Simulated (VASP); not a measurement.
# A vacancy on the Ti site in a supercell of TiAl3

Aim: the formation energy and local structure of a vacancy on the Ti site in TiAl3. The start is a computed cell from the Materials Project.

Method: SCAN; plane waves and PAW (Ti, Al), in the first sound run; inputs show where later runs differ, in VASP 6.6.1.

Most raw output is cut from this account.

**1. The host crystal**

It takes space group I4/mmm (No. 139, tetragonal). The conventional cell has a = 3.822 Å, b = 3.822 Å, c = 8.561 Å, α = 90.00°, β = 90.00°, γ = 90.00°. Nearest to Ti lie 12 Al at 2.70 to 2.87 Å. Nearest to Al lie 8 Al at 2.70 to 2.87 Å and 4 Ti at 2.87 Å. Al has 4 Ti at 2.70 Å and 8 Al at 2.87 Å nearest. Farther neighbours are not listed.

**2. The host at zero pressure**

First cell and atoms are relaxed at a raised cutoff, so that later runs start from this functional's own cell.

File INCAR:

```
SYSTEM = TiAl3
PREC = Accurate
ENCUT = 350
EDIFF = 1E-06
NELM = 120
ISMEAR = 1
SIGMA = 0.15
LREAL = .FALSE.
ALGO = Normal
METAGGA = SCAN
LASPH = .TRUE.
NBANDS = 12
LORBIT = 11
LWAVE = .FALSE.
LCHARG = .FALSE.
KPAR = 4
IBRION = 2
NSW = 40
ISIF = 3
EDIFFG = -0.02
POTIM = 0.4
```

File POSCAR:

```
TiAl3
1.0
   -1.9111067713      1.9111067713      4.2806687947
    1.9111067713     -1.9111067713      4.2806687947
    1.9111067713      1.9111067713     -4.2806687947
Ti Al
1 3
Direct
    0.0000000000      0.0000000000      0.0000000000
    0.2500000000      0.7500000000      0.5000000000
    0.7500000000      0.2500000000      0.5000000000
    0.5000000000      0.5000000000      0.0000000000
```

File KPOINTS:

```
Automatic mesh
0
Gamma
9 9 9
0 0 0
```

Potentials, in the order of the species: Ti and Al (PBE family, release 64).

Command:

```bash
mpirun -np 4 vasp_std
```

Wall time 54 s (4 MPI ranks of Intel Xeon Platinum 8259CL at 2.50GHz (Skylake/Cascade Lake), shared host); peak memory 0.81 GiB; 3.4 min of CPU time.

This run has no spin polarisation. Its electron count is odd, so without a moment it is a metal by construction. The PAW data sets were made with PBE, which is usual practice but a small mismatch for other functionals. The data set Ti keeps the semicore shell frozen, which is cheaper and a little less accurate. The run keeps the 16 symmetry operations of its start, so it cannot find a distortion of lower symmetry.

Step by step:

```csv
step,energy less that of the first step (eV),largest force (eV/Å),pressure (GPa),volume (Å³)
1,0.0000,0.0000,-0.51,62.54
2,-0.0005,0.0000,0.16,62.18
```

```
conventional cell, symmetrised  before  after  change
                         a (Å)   3.822  3.814  -0.2 %
                         b (Å)   3.822  3.814  -0.2 %
                         c (Å)   8.561  8.550  -0.1 %
              volume (Å³/atom)   15.63  15.55  -0.6 %
```

Final coordinates:

```
Ti Al
1.0
    -1.90688    1.90688    4.27516
     1.90688   -1.90688    4.27516
     1.90688    1.90688   -4.27516
Ti Al
1 3
Direct
  0.00000 0.00000 0.00000
  0.25000 0.75000 0.50000
  0.75000 0.25000 0.50000
  0.50000 0.50000 0.00000
```

Numbers from this step:

* electronic cycles: 20
* electrons: 13
* free energy (TOTEN): -40.84 eV
* energy at zero smearing: -40.84 eV
* Fermi energy: 6.914 eV
* labelled metallic, from the levels on this mesh: yes

The run ended after 2 ionic steps, 0.000 eV below its first step, once forces and stress met EDIFFG = -0.02.

**3. The supercell without the defect**

System of this step: TiAl3. Symmetry: I4/mmm, No. 139, tetragonal system. The conventional cell has a = 3.814 Å, b = 3.814 Å, c = 8.550 Å, α = 90.00°, β = 90.00°, γ = 90.00°. Nearest to Ti lie 12 Al at 2.70 to 2.86 Å. Nearest to Al lie 8 Al at 2.70 to 2.86 Å and 4 Ti at 2.86 Å. Nearest to Al lie 4 Ti at 2.70 Å and 8 Al at 2.86 Å. Farther neighbours are not listed.

The same cell, mesh and cutoff without the defect give the energy to subtract and, in a gapped host, the band edges to count from, so that most errors cancel.

File INCAR:

```
SYSTEM = TiAl3
PREC = Normal
ENCUT = 300
EDIFF = 1E-05
NELM = 120
ISMEAR = 1
SIGMA = 0.2
LREAL = Auto
ALGO = Normal
METAGGA = SCAN
LASPH = .TRUE.
NBANDS = 76
LORBIT = 11
LWAVE = .FALSE.
LCHARG = .FALSE.
KPAR = 4
```

File POSCAR:

```
TiAl3
1.0
   -3.8137561368      3.8137561368      8.5503274188
    3.8137561368     -3.8137561368      8.5503274188
    3.8137561368      3.8137561368     -8.5503274188
Ti Al
8 24
Direct
    0.0000000000      0.0000000000      0.0000000000
    0.0000000000      0.0000000000      0.5000000000
    0.0000000000      0.5000000000      0.0000000000
    0.0000000000      0.5000000000      0.5000000000
    0.5000000000      0.0000000000      0.0000000000
    0.5000000000      0.0000000000      0.5000000000
    0.5000000000      0.5000000000      0.0000000000
    0.5000000000      0.5000000000      0.5000000000
    0.1250000000      0.3750000000      0.2500000000
    0.1250000000      0.3750000000      0.7500000000
    0.1250000000      0.8750000000      0.2500000000
    0.1250000000      0.8750000000      0.7500000000
    0.6250000000      0.3750000000      0.2500000000
    0.6250000000      0.3750000000      0.7500000000
    0.6250000000      0.8750000000      0.2500000000
    0.6250000000      0.8750000000      0.7500000000
    0.3750000000      0.1250000000      0.2500000000
    0.3750000000      0.1250000000      0.7500000000
    0.3750000000      0.6250000000      0.2500000000
    0.3750000000      0.6250000000      0.7500000000
    0.8750000000      0.1250000000      0.2500000000
    0.8750000000      0.1250000000      0.7500000000
    0.8750000000      0.6250000000      0.2500000000
    0.8750000000      0.6250000000      0.7500000000
    0.2500000000      0.2500000000      0.0000000000
    0.2500000000      0.2500000000      0.5000000000
    0.2500000000      0.7500000000      0.0000000000
    0.2500000000      0.7500000000      0.5000000000
    0.7500000000      0.2500000000      0.0000000000
    0.7500000000      0.2500000000      0.5000000000
    0.7500000000      0.7500000000      0.0000000000
    0.7500000000      0.7500000000      0.5000000000
```

File KPOINTS:

```
Automatic mesh
0
Gamma
4 4 4
0 0 0
```

Command:

```bash
mpirun -np 4 vasp_std
```

It took 4 min on 4 MPI ranks; peak memory 1.7 GiB; 16 min of CPU time.

Numbers from this step:

| Property | Result |
| --- | --- |
| electronic cycles | 14 |
| electrons | 104 |
| free energy (TOTEN) | -326.7764 eV |
| energy at zero smearing | -326.7918 eV |
| Fermi energy | 6.920 eV |

The host is treated as a metal, as its relaxation found a gap under 0.3 eV or none, and only the neutral defect is run.

**4. Reference Ti**

This step: SCAN; plane waves and PAW (Ti) (VASP 6.6.1).

System of this step: Ti. The structure is hexagonal, space group P6_3/mmc (No. 194). The conventional cell has a = 2.950 Å, b = 2.950 Å, c = 4.685 Å, α = 90.00°, β = 90.00°, γ = 120.00°. Nearest to Ti lie 12 Ti at 2.90 to 2.95 Å.

The reference for Ti is its crystal, relaxed at the cutoff of the large cell.

File INCAR:

```
SYSTEM = Ti
PREC = Normal
ENCUT = 300
EDIFF = 1E-05
NELM = 120
ISMEAR = 1
SIGMA = 0.1
LREAL = Auto
ALGO = Normal
METAGGA = SCAN
LASPH = .TRUE.
NBANDS = 10
LORBIT = 11
LWAVE = .FALSE.
LCHARG = .FALSE.
KPAR = 4
IBRION = 2
NSW = 25
ISIF = 3
EDIFFG = -0.02
POTIM = 0.4
```

File POSCAR:

```
Ti
1.0
    2.9500000000      0.0000000000      0.0000000000
   -1.4750000000      2.5547749412      0.0000000000
    0.0000000000      0.0000000000      4.6846000000
Ti
2
Direct
    0.0000000000      0.0000000000      0.0000000000
    0.3333333333      0.6666666667      0.5000000000
```

File KPOINTS:

```
Automatic mesh
0
Gamma
10 10 6
0 0 0
```

Potentials, in the order of the species: Ti (PBE family, release 64).

Command:

```bash
mpirun -np 4 vasp_std
```

The job ended after 28 s (4 MPI ranks; peak memory 0.42 GiB; 1.7 min of CPU time).

The k-mesh is coarse for a metal. The run keeps the 24 symmetry operations of its start, so it cannot find a distortion of lower symmetry.

The steps of the relaxation:

```csv
step,energy less that of the first step (eV),largest force (eV/Å),pressure (GPa),volume (Å³)
1,0.0000,0.0000,-4.96,35.31
2,-0.0169,0.0000,2.83,33.12
3,-0.0233,0.0000,-0.02,33.85
4,-0.0233,0.0000,0.10,33.82
5,-0.0234,0.0000,0.09,33.82
6,-0.0235,0.0000,0.07,33.83
```

| conventional cell, symmetrised | before | after | change |
| --- | --- | --- | --- |
| a (Å) | 2.950 | 2.915 | -1.2 % |
| b (Å) | 2.950 | 2.915 | -1.2 % |
| c (Å) | 4.685 | 4.595 | -1.9 % |
| volume (Å³/atom) | 17.65 | 16.91 | -4.2 % |

The relaxed structure:

```xyz
2
Lattice="2.9154 0.0000 0.0000 -1.4577 2.5248 0.0000 0.0000 0.0000 4.5952" Properties=species:S:1:pos:R:3 pbc="T T T"
Ti    0.0000    0.0000    0.0000
Ti    0.0000    1.6832    2.2976
```

This step gave:

- electronic cycles: 34
- electrons: 8
- free energy (TOTEN): -31.91 eV
- energy at zero smearing: -31.91 eV
- Fermi energy: 3.209 eV

The run ended after 6 ionic steps, 0.023 eV below its first step, once forces and stress met EDIFFG = -0.02.

Energy at zero smearing: -31.90653 eV.

**5. Reference Al**

This step: SCAN; plane waves and PAW (Al) (VASP 6.6.1).

System of this step: Al. The structure is cubic, space group Fm-3m (No. 225). Conventional cell: a = 4.050 Å, b = 4.050 Å, c = 4.050 Å, α = 90.00°, β = 90.00°, γ = 90.00°. Nearest to Al lie 12 Al at 2.86 Å.

Al is not exchanged here; its energy serves the host's formation enthalpy.

Edit INCAR of step 4 so:

```diff
@@ -1,2 +1,2 @@
-SYSTEM = Ti
+SYSTEM = Al
 PREC = Normal
@@ -11,3 +11,3 @@
 LASPH = .TRUE.
-NBANDS = 10
+NBANDS = 7
 LORBIT = 11
```

File POSCAR:

```
Al
1.0
    0.0000000000      2.0250000000      2.0250000000
    2.0250000000      0.0000000000      2.0250000000
    2.0250000000      2.0250000000      0.0000000000
Al
1
Direct
    0.0000000000      0.0000000000      0.0000000000
```

File KPOINTS:

```
Automatic mesh
0
Gamma
11 11 11
0 0 0
```

PAW data sets: Al (PBE family, release 64).

Command:

```bash
mpirun -np 4 vasp_std
```

Elapsed: 5.6 s, on 4 MPI ranks; peak memory 0.37 GiB.

The run keeps the 48 symmetry operations of its start, so it cannot find a distortion of lower symmetry.

The steps of the relaxation:

```csv
step,energy less that of the first step (eV),largest force (eV/Å),pressure (GPa),volume (Å³)
1,0.0000,0.0000,-2.47,16.61
2,-0.0042,0.0000,-0.14,16.12
```

```
conventional cell, symmetrised  before  after  change
                         a (Å)   4.050  4.010  -1.0 %
                         b (Å)   4.050  4.010  -1.0 %
                         c (Å)   4.050  4.010  -1.0 %
              volume (Å³/atom)   16.61  16.12  -2.9 %
```

The relaxed structure:

```
Al
1.0
     0.00000    2.00495    2.00495
     2.00495    0.00000    2.00495
     2.00495    2.00495    0.00000
Al
1
Direct
  0.00000 0.00000 0.00000
```

This step gave:

| Item | Value |
| --- | --- |
| electronic cycles | 17 |
| electrons | 3 |
| free energy (TOTEN) | -7.749 eV |
| energy at zero smearing | -7.749 eV |
| Fermi energy | 8.245 eV |

The run ended after 2 ionic steps, 0.004 eV below its first step, once forces and stress met EDIFFG = -0.02.

Energy at zero smearing: -7.74902 eV.

**6. Relaxing the defect**

This step: SCAN; plane waves and PAW (Ti, Al) (VASP 6.6.1).

System of this step: Ti7Al24. The cell holds 31 atoms: 7 Ti and 24 Al. Cell: a = 10.109 Å, b = 10.109 Å, c = 10.109 Å, α = 135.7°, β = 135.7°, γ = 64.5°. It derives from TiAl3. Nearest the centre at fractional (0.000, 0.000, 0.000): Al31 at 2.70 Å, Al25 at 2.70 Å, Al26 at 2.70 Å, Al28 at 2.70 Å, Al15 at 2.86 Å, Al20 at 2.86 Å, Al16 at 2.86 Å, Al10 at 2.86 Å.

The host is treated as a metal, since its gap is under 0.3 eV or closed. The run keeps 16 symmetry operations, which cuts the number of k-points but bars distortions that break them. The atoms relax at the host's fixed cell.

File INCAR:

```
SYSTEM = Ti7Al24
PREC = Normal
ENCUT = 300
EDIFF = 1E-05
NELM = 120
ISMEAR = 1
SIGMA = 0.2
LREAL = Auto
ALGO = Normal
METAGGA = SCAN
LASPH = .TRUE.
NBANDS = 72
LORBIT = 11
LWAVE = .FALSE.
LCHARG = .TRUE.
KPAR = 4
IBRION = 2
NSW = 50
ISIF = 2
EDIFFG = -0.03
POTIM = 0.4
MAXMIX = 40
ISYM = 2
```

File POSCAR:

```
Ti7Al24
1.0
   -3.8137561368      3.8137561368      8.5503274188
    3.8137561368     -3.8137561368      8.5503274188
    3.8137561368      3.8137561368     -8.5503274188
Ti Al
7 24
Direct
    0.0000000000      0.0000000000      0.5000000000
    0.0000000000      0.5000000000      0.0000000000
    0.0000000000      0.5000000000      0.5000000000
    0.5000000000      0.0000000000      0.0000000000
    0.5000000000      0.0000000000      0.5000000000
    0.5000000000      0.5000000000      0.0000000000
    0.5000000000      0.5000000000      0.5000000000
    0.1250000000      0.3750000000      0.2500000000
    0.1250000000      0.3750000000      0.7500000000
    0.1250000000      0.8750000000      0.2500000000
    0.1250000000      0.8750000000      0.7500000000
    0.6250000000      0.3750000000      0.2500000000
    0.6250000000      0.3750000000      0.7500000000
    0.6250000000      0.8750000000      0.2500000000
    0.6250000000      0.8750000000      0.7500000000
    0.3750000000      0.1250000000      0.2500000000
    0.3750000000      0.1250000000      0.7500000000
    0.3750000000      0.6250000000      0.2500000000
    0.3750000000      0.6250000000      0.7500000000
    0.8750000000      0.1250000000      0.2500000000
    0.8750000000      0.1250000000      0.7500000000
    0.8750000000      0.6250000000      0.2500000000
    0.8750000000      0.6250000000      0.7500000000
    0.2500000000      0.2500000000      0.0000000000
    0.2500000000      0.2500000000      0.5000000000
    0.2500000000      0.7500000000      0.0000000000
    0.2500000000      0.7500000000      0.5000000000
    0.7500000000      0.2500000000      0.0000000000
    0.7500000000      0.2500000000      0.5000000000
    0.7500000000      0.7500000000      0.0000000000
    0.7500000000      0.7500000000      0.5000000000
```

File KPOINTS:

```
Automatic mesh
0
Gamma
4 4 4
0 0 0
```

The projector-augmented-wave data sets are Ti and Al (PBE family, release 64).

Command:

```bash
mpirun -np 4 vasp_std
```

It took 24 min on 4 MPI ranks; peak memory 1.9 GiB.

Step by step:

| step | energy less that of the first step (eV) | largest force (eV/Å) |
| --- | --- | --- |
| 1 | 0.0000 | 0.5650 |
| 2 | -0.0864 | 0.4358 |
| 3 | -0.1686 | 0.1914 |
| 4 | -0.1976 | 0.1239 |
| 5 | -0.2157 | 0.0951 |
| 6 | -0.2221 | 0.0422 |
| 7 | -0.2233 | 0.0327 |
| 8 | -0.2233 | 0.0339 |
| 9 | -0.2233 | 0.0316 |
| 10 | -0.2235 | 0.0201 |

The atoms that moved most (Å):

```csv
atom,dx,dy,dz,length
Al26,0.087,-0.087,0.000,0.124
Al28,-0.087,0.087,0.000,0.124
Al25,-0.087,-0.087,0.000,0.124
Al31,0.087,0.087,0.000,0.124
Al11,-0.057,0.000,0.026,0.063
Al21,0.000,-0.057,0.026,0.063
Al23,-0.057,0.000,-0.026,0.063
Al15,0.000,-0.057,-0.026,0.063
```

The relaxed structure:

```xyz
31
Lattice="-3.8138 3.8138 8.5503 3.8138 -3.8138 8.5503 3.8138 3.8138 -8.5503" Properties=species:S:1:pos:R:3 pbc="T T T"
Ti    1.9069    1.9069   -4.2752
Ti    1.9069   -1.9069    4.2752
Ti    3.8138    0.0000    0.0000
Ti   -1.9069    1.9069    4.2752
Ti    0.0000    3.8138    0.0000
Ti    0.0000    0.0000    8.5503
Ti    1.9069    1.9069    4.2752
Al    1.9642    0.0000    2.1635
Al    3.8138    1.9234   -2.1224
Al    3.8138   -1.8495    6.3868
Al    5.6633    0.0000    2.1635
Al    0.0000    1.8903    6.4280
Al    1.9234    3.8138    2.1224
Al    1.8903    0.0000   10.6727
Al    3.8138    1.8495    6.3868
Al    0.0000    1.9642    2.1635
Al    1.9234    3.8138   -2.1224
Al    1.8903    0.0000    6.4280
Al    3.8138    1.9234    2.1224
Al   -1.8495    3.8138    6.3868
Al    0.0000    5.6633    2.1635
Al    0.0000    1.8903   10.6727
Al    1.8495    3.8138    6.3868
Al    0.0000    0.0000    4.2327
Al    1.8195    1.8195    0.0000
Al    1.9943   -1.9943    8.5503
Al    3.8138    0.0000    4.2752
Al   -1.9943    1.9943    8.5503
Al    0.0000    3.8138    4.2752
Al    0.0000    0.0000   12.8679
Al    1.9943    1.9943    8.5503
```

This step gave:

```yaml
electronic_cycles: 59
electrons: 100
free_energy_toten: -308.3570 eV
energy_at_zero_smearing: -308.3716 eV
fermi_energy: 6.714 eV
```

Valence density in the ab plane at fractional z = 0.000, through the centre, with atoms of Ti and Al within 0.45 Å of it. It is the smooth field of the valence electrons, not physical close to the nuclei.

Values in units of 1e-1 e/Å³, 13 rows by 16 columns, each cell a mean:
```
0.3 0.4 0.9 1.6 2.0 1.9 1.8 4.1 7.2 3.8 1.9 2.1 1.9 1.3 0.7 0.4
0.7 0.8 1.3 1.7 1.7 1.5 1.5 1.9 2.1 2.2 2.2 2.2 1.8 1.3 1.0 0.8
1.6 1.5 1.6 0.8 1.2 1.6 1.6 2.1 2.2 2.0 2.2 1.3 1.1 1.6 1.6 1.7
2.2 1.8 1.7 1.2 1.0 2.0 1.9 2.2 2.3 1.8 1.7 1.3 0.8 1.9 2.1 2.2
1.9 1.6 1.4 1.6 1.9 2.1 1.9 2.0 2.0 1.7 1.3 1.6 2.0 2.3 2.2 2.0
3.8 1.9 1.7 1.9 2.0 1.9 2.4 5.1 3.8 1.8 1.8 1.9 2.1 2.0 2.6 5.3
9.4 3.5 2.0 2.3 2.4 2.1 2.3 6.8 9.2 3.5 2.0 2.3 2.3 2.1 2.3 6.9
3.6 3.0 2.0 2.0 1.8 1.6 1.7 2.2 3.7 2.7 1.9 1.9 1.8 1.6 1.7 2.2
2.0 2.0 2.3 2.0 1.7 1.4 1.5 2.0 2.1 1.9 2.1 2.0 1.7 1.5 1.5 1.9
2.2 2.0 2.0 0.9 0.7 1.8 1.8 2.2 2.3 1.9 1.9 1.2 0.6 1.6 1.7 2.0
1.4 1.4 1.5 1.5 1.5 2.2 2.1 2.1 2.1 1.7 1.5 1.6 1.1 1.4 1.5 1.3
0.6 0.8 1.2 1.6 2.1 2.2 2.3 2.7 2.2 1.7 1.5 1.7 1.7 1.3 0.8 0.6
0.3 0.5 1.0 1.8 2.2 2.0 2.5 7.6 7.5 2.4 1.9 2.2 1.9 1.1 0.5 0.3
```
Columns run along a (10.1 Å), rows up along b (10.1 Å). Atoms in or near the plane, at fractional coordinates: Ti at (0.00, 0.50), Ti at (0.50, 0.00), Ti at (0.50, 0.50), Al at (0.25, 0.25), Al at (0.24, 0.76), Al at (0.76, 0.24), Al at (0.75, 0.75).

The run ended after 10 ionic steps, 0.224 eV below its first step, once the forces on the free atoms met EDIFFG = -0.03.

The 12 first neighbours (Al) lie 2.81 Å from the site on average (2.70 to 2.86) in the perfect crystal and 2.81 Å on average after the relaxation (-0.1 %, spread from 2.57 to 2.92 Å).

**7. Formation energies**

This step: point defect, SCAN; plane waves and PAW (VASP 6.6.1).

Derived from the runs above.

Numbers from this step:

| Property | Result |
| --- | --- |
| formation energy of the neutral defect | 2.467 eV |
| host formation enthalpy | -0.4122 eV/atom |

Formation energy:

```csv
formation energy (eV),largest move (Å)
2.467,0.1236
```

E_f is E(defect cell) less E(perfect cell), corrected for the atoms exchanged with their references.

References, in eV an atom: Ti -15.953 (crystal P6_3/mmc) and Al -7.749 (crystal Fm-3m). They were run at the supercell's cutoff and functional, without U, and count both elements from their own phases.

**8. Results**

- formation energy at charge 0: 2.467 eV
- host formation enthalpy: -0.412 eV/atom

**Reading.** A vacancy on the Ti site costs 2.47 eV, with every exchanged atom at the energy of its element. The 12 first neighbours (Al) lie 2.81 Å from the site on average (2.70 to 2.86) in the perfect crystal and 2.81 Å on average after the relaxation (-0.1 %, spread from 2.57 to 2.92 Å). With metallic smearing the value can move by tenths of an eV with the k mesh. The supercell of 32 atoms is small, so interactions between images remain.

[Lines on the potential files, build, host, timing and source positions are cut from VASP's logs without a mark.]

[Logs are printed without paths, hosts, clocks, repeated set-up lines and the standing remarks that a program may print on its own settings, such as how far it seeks lower states.]

[Hosts, paths, dates, database ids (printed as entryN), source tags and the programs' standing remarks are cut or masked in the printed files.]

[In band tables of VASP the shares of atoms and orbitals are scaled to a sum of 1 inside the atoms' spheres.]

[Runs that stopped without an error message from VASP are left out.]
